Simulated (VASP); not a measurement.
Output of a VASP run:

**OSZICAR**
```
       N       E                     dE             d eps       ncg     rms          rms(c)
DAV:   1     0.233647479147E+02    0.23365E+02   -0.47305E+03  2200   0.814E+02
DAV:   2    -0.770649796747E+01   -0.31071E+02   -0.29075E+02  1954   0.156E+02
DAV:   3    -0.794594938717E+01   -0.23945E+00   -0.23588E+00  2148   0.140E+01
DAV:   4    -0.794678973569E+01   -0.84035E-03   -0.84031E-03  2125   0.883E-01
DAV:   5    -0.794679534872E+01   -0.56130E-05   -0.56126E-05  2163   0.679E-02    0.133E+01
DAV:   6    -0.755712968501E+01    0.38967E+00   -0.10444E+00  1908   0.916E+00    0.680E+00
DAV:   7    -0.751337607736E+01    0.43754E-01   -0.15339E-01  1994   0.335E+00    0.258E+00
DAV:   8    -0.750872725311E+01    0.46488E-02   -0.45512E-03  1973   0.722E-01    0.468E-01
DAV:   9    -0.750861415012E+01    0.11310E-03   -0.45586E-05  1999   0.745E-02    0.266E-02
DAV:  10    -0.750861603139E+01   -0.18813E-05   -0.16151E-06  2065   0.992E-03    0.199E-03
DAV:  11    -0.750861605375E+01   -0.22359E-07   -0.42978E-08  1005   0.218E-03
   1 F= -.75086161E+01 E0= -.75087593E+01  d E =-.750862E+01
       N       E                     dE             d eps       ncg     rms          rms(c)
DAV:   1    -0.791714735142E+01   -0.40853E+00   -0.10883E+01  1915   0.357E+01    0.602E+00
DAV:   2    -0.749547046559E+01    0.42168E+00   -0.11256E+00  1878   0.979E+00    0.172E+00
DAV:   3    -0.746419649178E+01    0.31274E-01   -0.15193E-01  1957   0.334E+00    0.725E-01
DAV:   4    -0.746520378505E+01   -0.10073E-02   -0.29818E-03  2276   0.432E-01    0.211E-01
DAV:   5    -0.746548379517E+01   -0.28001E-03   -0.33602E-04  2266   0.112E-01    0.176E-02
DAV:   6    -0.746550228303E+01   -0.18488E-04   -0.74976E-06  2307   0.191E-02    0.347E-03
DAV:   7    -0.746550237117E+01   -0.88135E-07   -0.10016E-07  1002   0.260E-03
   2 F= -.74655024E+01 E0= -.74656009E+01  d E =0.431137E-01
       N       E                     dE             d eps       ncg     rms          rms(c)
DAV:   1    -0.777565254627E+01   -0.31015E+00   -0.63407E+00  1915   0.272E+01    0.351E+00
DAV:   2    -0.752724506385E+01    0.24841E+00   -0.75752E-01  1877   0.773E+00    0.184E+00
DAV:   3    -0.751270584823E+01    0.14539E-01   -0.69244E-02  1966   0.221E+00    0.969E-01
DAV:   4    -0.751319760061E+01   -0.49175E-03   -0.20253E-03  2116   0.303E-01    0.179E-01
DAV:   5    -0.751328373375E+01   -0.86133E-04   -0.77967E-05  2420   0.596E-02    0.259E-02
DAV:   6    -0.751329424137E+01   -0.10508E-04   -0.32505E-06  2106   0.108E-02    0.154E-03
DAV:   7    -0.751329424935E+01   -0.79765E-08   -0.29058E-08   952   0.155E-03
   3 F= -.75132942E+01 E0= -.75134301E+01  d E =-.467820E-02
       N       E                     dE             d eps       ncg     rms          rms(c)
DAV:   1    -0.751330865821E+01   -0.14417E-04   -0.28815E-04  1897   0.183E-01    0.253E-02
DAV:   2    -0.751329726095E+01    0.11397E-04   -0.33943E-05  1883   0.521E-02    0.100E-02
DAV:   3    -0.751329656928E+01    0.69167E-06   -0.34833E-06  1014   0.158E-02
   4 F= -.75132966E+01 E0= -.75134323E+01  d E =-.468052E-02
```

### OUTCAR
```
------------------------ aborting loop because EDIFF is reached ----------------------------------------
  FORCE on cell =-STRESS in cart. coord.  units (eV):
  Direction    XX          YY          ZZ          XY          YZ          ZX
  --------------------------------------------------------------------------------------
  Total       -0.0007719     -0.0007719     -0.0007719      0.0000000     -0.0000000     -0.0000000
  in kB       -0.0836415     -0.0836415     -0.0836415      0.0000000     -0.0000000     -0.0000000
  external PRESSURE =      -0.0836415 kB  Pullay stress =       0.0000000 kB
  volume of cell :       14.79
      direct lattice vectors                 reciprocal lattice vectors
    -0.000000000  1.948116857  1.948116857    -0.256658115  0.256658115  0.256658115
     1.948116857  0.000000000  1.948116857     0.256658115 -0.256658115  0.256658115
     1.948116857  1.948116857 -0.000000000     0.256658115  0.256658115 -0.256658115
 POSITION                                       TOTAL-FORCE (eV/Angst)
 -----------------------------------------------------------------------------------
      1.94812      1.94812     -0.00000         0.000000      0.000000      0.000000
 -----------------------------------------------------------------------------------
    total drift:                                0.000000      0.000000      0.000000
  FREE ENERGIE OF THE ION-ELECTRON SYSTEM (eV)
  ---------------------------------------------------
  free  energy   TOTEN  =        -7.5132965693 eV

  energy  without entropy=       -7.5137036370  energy(sigma->0) =       -7.51343226

 reached required accuracy - stopping structural energy minimisation
```
(Selected blocks of OUTCAR.)

File POSCAR:
```
Pt
1
    0.0000000000     1.9600000000     1.9600000000
    1.9600000000     0.0000000000     1.9600000000
    1.9600000000     1.9600000000     0.0000000000
Pt
1
Direct
  0.0000000000   0.0000000000   0.0000000000
```

**Question.** Reconstruct the remaining input files.

**Answer.** This is not unique; one that fits is the input of the run itself, LDA (Ceperley-Alder, Perdew-Zunger), plane waves, VASP's LDA PAW potentials (set 64).

**INCAR**
```
# general
SYSTEM  = Pt
PREC    = Accurate
ENCUT   = 400   # plane-wave cut-off (eV)
LREAL   = .FALSE.
LASPH   = .TRUE.   # aspherical one-centre terms

# electronic loop
EDIFF   = 1E-6   # SCF stop (eV)
NELM    = 100   # most electronic steps
ALGO    = Normal
LMAXMIX = 6

# smearing
ISMEAR  = 1   # Methfessel-Paxton
SIGMA   = 0.1

# ions
IBRION  = 2   # conjugate gradients
NSW     = 60
ISIF    = 3   # ions, shape and volume
EDIFFG  = -0.01

# output
LWAVE   = .FALSE.
LCHARG  = .FALSE.
```

**KPOINTS**
```
Automatic mesh
0
Gamma
14 14 14
0 0 0
```

POTCAR, in this order: Pt (LDA.64 set). Program: vasp_std.

The compound is Pt in the fcc structure. This run relaxes it. Symmetry was kept, so distortions that lower it aren't found.
